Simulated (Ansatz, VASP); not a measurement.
# GaSb: VASP beside Ansatz

One calculation is typed for both programs; each brings its own data sets. How far apart do they land? The cell is taken from a series of runs on this material, whose earlier steps may have relaxed, scaled, displaced or heated it; both programs get it as it stands.

Method: plane waves, with VASP 6.6.1 beside it; LDA, in Ansatz 0.2.0.

## Step 1: The starting structure

Symmetry: F-43m, No. 216, cubic system. The conventional cell has a = 6.168 Å, b = 6.168 Å, c = 6.168 Å, α = 90.00°, β = 90.00°, γ = 90.00°. Nearest to Ga lie 4 Sb at 2.67 Å. Nearest to Sb lie 4 Ga at 2.67 Å. Farther neighbours are not listed.

## Step 2: Ansatz: zone-centre phonons, LDA

Ansatz runs on its PAW soft_1 files.

Second derivatives magnify differences that forces hide, and they need a tight electronic threshold.

input.yaml

```yaml
crystal:
  lattice:
    - [-0.0005488403, 3.0836058218, 3.0836058218]
    - [3.0836058218, -0.0005488403, 3.0836058218]
    - [3.0836058218, 3.0836058218, -0.0005488403]
  atoms:
    - { symbol: Ga, position: [3.15759e-05, 3.15759e-05, 3.15759e-05] }
    - { symbol: Sb, position: [0.7499684241, 0.7499684241, 0.7499684241] }
kpoints:
  mp_grid: { grid: [12, 12, 12], shift: [0.5, 0.5, 0.5] }
hamiltonian:
  xc: lda
  pseudopotentials: { kind: paw, azcp: { folder: soft_1 }, xc_functional: pbe }
scf:
  occupations: { method: gaussian, width: 0.015 }
output:
  eigenvalues: true
phonons:
  method: dfpt
```

On the command line:

```bash
ansatz run input.yaml --threads 4 --pin off --max-ram 10240MiB --backend cpu --events-out ev --progress --plain --runs-dir out
```

Numbers of over 12 decimals in the logs are rounded to 6 here.

What it wrote:

```text
Engine: ansatz 0.2.0, aarch64-unknown-linux-gnu
Pseudopotentials: kind: paw
Pseudopotential: Ga, paw, valence charge 13, recommended cutoff 420 eV (normal), soft_1/Ga.paw.azcp
Pseudopotential: Sb, paw, valence charge 15, recommended cutoff 420 eV (normal), soft_1/Sb.paw.azcp
Functional definition: SPW92
  exchange = slater_x
  correlation = pw_c
Crystal: 2 atoms, lattice volume = 58.657 Å³
Basis set: ecut = 420 eV, 1139 PW (Γ), exchange–correlation on 60×60×60 points (8 copies of the dense FFT grid, shifted against one another)
Bands: 18, of which v1, the nominal top of the filled ones, is band 14 counted from 1 (13 counted from 0)
Symmetry: 6 space group operations
k-points: 468 of 1728 (irreducible under 2 space group operations, time reversal used)
Non-local potential: Ga, projectors of the file, l = 0: 2, l = 1: 2, l = 2: 3, l = 3: 1
Non-local potential: Sb, projectors of the file, l = 0: 2, l = 1: 2, l = 2: 2, l = 3: 1
PAW form: soft (Blöchl's): semilocal exchange-correlation on the pseudo side does not see the compensation charge
PAW frozen core: Ga, regenerated for the run's functional, and the local potential with it (the file was generated under x = pbe(κ = 0.804, μ = 0.219515), c = pbe(β = 0.066725))
PAW frozen core: Sb, regenerated for the run's functional, and the local potential with it (the file was generated under x = pbe(κ = 0.804, μ = 0.219515), c = pbe(β = 0.066725))
PAW one-centre angular grid: Ga, 590 points (default); XC on 64 Gauss nodes
PAW one-centre angular grid: Sb, 590 points (default); XC on 64 Gauss nodes
Initial density: superposition of atomic densities (chi_scale 0.1, normalization cell, long waves kept (reshape's long-wave potential 0.00 eV rms))
Initial wavefunctions: pseudopotential atomic-orbital guess
Functional: x = slater, c = lda
SCF iter   1: F=—  HF=-10043.215632 eV  |F-HF|=—  |Δ(HF+E_count)|=         —  Δρ=2.97e-2  dr2=4.26e-1  ethr=3.10e-3  ⟨swp⟩=5.7  Hψ=45738  notcnv=0
preconditioner: auto → none  [insulator: Δε(μ)=0.317 eV  Ē_g=14.713 eV  σ=0.015 eV  W_gap=1.00  n_scr=14 (ndim 8)  ℏωp=20.6 eV  f_vac=0.009  D(μ)=0.00/eV (n_scr^D=0)  ε∞_Penn≈3.0]
SCF iter   2: F=—  HF=-10043.105849 eV  |F-HF|=—  |Δ(HF+E_count)|=   1.10e-1  Δρ=1.32e-2  dr2=6.56e-2  ethr=1.52e-3  ⟨swp⟩=2.1  Hψ=14764  notcnv=0
SCF iter   3: F=—  HF=-10043.097660 eV  |F-HF|=—  |Δ(HF+E_count)|=   8.19e-3  Δρ=4.85e-3  dr2=1.37e-2  ethr=2.34e-4  ⟨swp⟩=3.0  Hψ=15711  notcnv=0
SCF iter   4: F=—  HF=-10043.091944 eV  |F-HF|=—  |Δ(HF+E_count)|=   5.72e-3  Δρ=8.38e-4  dr2=2.36e-4  ethr=4.89e-5  ⟨swp⟩=3.0  Hψ=16329  notcnv=0
SCF iter   5: F=—  HF=-10043.091881 eV  |F-HF|=—  |Δ(HF+E_count)|=   6.24e-5  Δρ=4.14e-4  dr2=3.26e-5  ethr=8.44e-7  ⟨swp⟩=2.0  Hψ=14049  notcnv=0
SCF iter   6: F=—  HF=-10043.091878 eV  |F-HF|=—  |Δ(HF+E_count)|=   3.44e-6  Δρ=2.10e-5  dr2=1.72e-7  ethr=1.17e-7  ⟨swp⟩=2.0  Hψ=13136  notcnv=0
SCF iter   7: F=—  HF=-10043.091878 eV  |F-HF|=—  |Δ(HF+E_count)|=   2.88e-7  Δρ=4.07e-6  dr2=5.37e-9  ethr=6.13e-10  ⟨swp⟩=2.0  Hψ=14976  notcnv=0
SCF iter   8: F=—  HF=-10043.091878 eV  |F-HF|=—  |Δ(HF+E_count)|=  2.89e-10  Δρ=7.42e-7  dr2=2.32e-10  ethr=1.92e-11  ⟨swp⟩=2.2  Hψ=12705  notcnv=0
SCF iter   9: F=-10043.091878 eV  HF=-10043.091878 eV  |F-HF|=7.28e-12  |Δ(HF+E_count)|=  9.09e-11  Δρ=1.13e-7  dr2=3.64e-12  ethr=1.00e-12  ⟨swp⟩=5.0  Hψ=45275  notcnv=0
SCF 1 converged in 9 iterations: F = -10043.091878 eV  dr2 = 3.64e-12
  greatest PAW one-centre occupation: 0.996 electrons in one spin orbital (limit 2), on the Sb atom at site 1 (counted from 0), in its partial waves of l = 2
DFPT response loops at Γ: preconditioner auto → none (the input reference at scf.mixing.eps_inf says where Resta's filter doesn't serve); β = 0.50; Broyden in place of MSR1
SCF converged after 9 iterations
Free energy (F): -10043.091878 eV
Harris-Foulkes:  -10043.091878 eV  (|F-HF|=7.28e-12)
Internal energy: -10043.091878 eV  (E = F + TS)
E sigma→0 (E₀):  -10043.091878 eV
Fermi energy:    7.290096 eV
--- Per-component energies (eV) ---
  E_band       = -274.673101
  E_kinetic    = 276.204629
  E_local      = -3420.197357  (includes V_loc(G=0)·N_el)
  E_nonlocal   = 302.345578
  E_hartree    = 1741.757589
  E_xc         = -160.864491
  E_vxc        = -146.749677  (∫ρ·V_xc dr)
  E_paw        = -6310.826367  (= ΣΔE_a)
  E_vpaw       = -769.791319  (= ΣTr[D̂ρ^β])
  E_aug_tail   = -0.000060  (compensation charges beyond the density's cutoff)
  E_ewald      = -2473.798690
  E_core_change = 2.287292  (= ΣΔE_core)
  E_smearing   = -0.000000  (= −TS)
  E_closure    = -0.000000  (closes the sum)
  Σ components = -10043.091878   (vs F -10043.091878, Δ=0.00e0)
--- Band table (eV; the first three rows and the last of 468) ---
  k-point 0: bands = [... 10 lower, -4.1698, 6.3830, 7.1518, 7.1518, 7.5455, 10.0071, 10.0071, 10.0084]
  k-point 1: bands = [... 10 lower, -4.0780, 5.4297, 6.8116, 7.0955, 8.0777, 10.0975, 10.1071, 10.5145]
  k-point 2: bands = [... 10 lower, -3.8542, 4.1588, 6.4618, 6.8554, 8.1549, 10.4190, 10.5758, 11.3040]
  k-point 467: bands = [... 10 lower, -2.6294, 0.9132, 5.8723, 6.0376, 7.6354, 10.8738, 11.0018, 13.6256]
--- Phonons (Γ-DFPT): 2 representative perturbations + reference, on 468 of 1728 k-points (Σ response iterations 6) ---
  k mesh reduced under 2 symmetry operations, with k and −k counted as one. Each operation leaves every solved perturbation unchanged. A smaller set is not used because it would not reduce the number of displacements times k-points to solve
  ASR residual: 1.835e-4 → 0.000e0 eV/Å²; symmetrization residual: 4.868e-6 eV/Å²
  ASR residual per site (eV/Å²): 1.83e-4 3.82e-5
  Γ frequencies (cm⁻¹): 0.00 0.00 0.00 209.56 209.56 209.86
  non-analytic LO–TO correction: not included (Born effective charges unavailable; polar crystals: no LO–TO splitting at Γ)
```

(Part 1 of 3 ends here.)

[Lines on the potential files, build, host, timing and source positions are cut from VASP's logs without a mark.]

[Logs are printed without paths, hosts, clocks, repeated set-up lines and the standing remarks that a program may print on its own settings, such as how far it seeks lower states.]

[Hosts, paths, dates, database ids (printed as entryN), source tags and the programs' standing remarks are cut or masked in the printed files.]
